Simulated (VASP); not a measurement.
A run of VASP 6.6.1 is set up as follows.

Contents of INCAR:

```
SYSTEM = BiB2Sb
PREC = Accurate
ENCUT = 520
EDIFF = 1E-6
ISMEAR = 0
SIGMA = 0.01
LREAL = .FALSE.
LASPH = .TRUE.
NELM = 100
ALGO = Normal
ISIF = 2
LWAVE = .FALSE.
LCHARG = .FALSE.
GGA = PS
NBANDS = 21
```

KPOINTS

```
Automatic mesh
0
G
  4 4 4
  0 0 0
```

File POSCAR:

```
BiB2Sb
1.0
    3.7932038829      0.0000000000      0.0000000000
    0.0000000000      3.7932038829      0.0000000000
    0.0000000000      0.0000000000      5.3645596203
Sb B Bi
1 2 1
Direct
    0.0000000000      0.0000000000      0.0000000000
    0.0000000000      0.5000000000      0.7618180387
    0.5000000000      0.0000000000      0.2381819613
    0.5000000000      0.5000000000      0.5000000000
```

Potentials or basis: VASP PAW PBE potentials, release 64 (Sb, B, Bi_d).

Command:

```sh
$ cat potpaw_PBE.64/Sb/POTCAR potpaw_PBE.64/B/POTCAR potpaw_PBE.64/Bi_d/POTCAR > POTCAR
$ mpirun -np 1 vasp_std > vasp.out
```

Question: What does it give for the pressure?

Answer: -1.3 GPa.

Question: Predict the band gap on the k mesh.

Answer: 0.55 eV, indirect (least direct gap 0.78 eV).

Question: Estimate the largest force.

Answer: 0.044 eV/Å.

Forces in eV/Å, atoms in the order of the input:
```
Sb   0.000  0.000  0.000
B    0.000  0.000 -0.044
B    0.000  0.000  0.044
Bi   0.000  0.000  0.000
```

Caveat: the PAW data sets were made with another functional, which shifts forces and pressure a little; spin-orbit coupling is left out, which as a rule narrows the gap of such compounds by several tenths of an eV. A k mesh can miss the band edges.
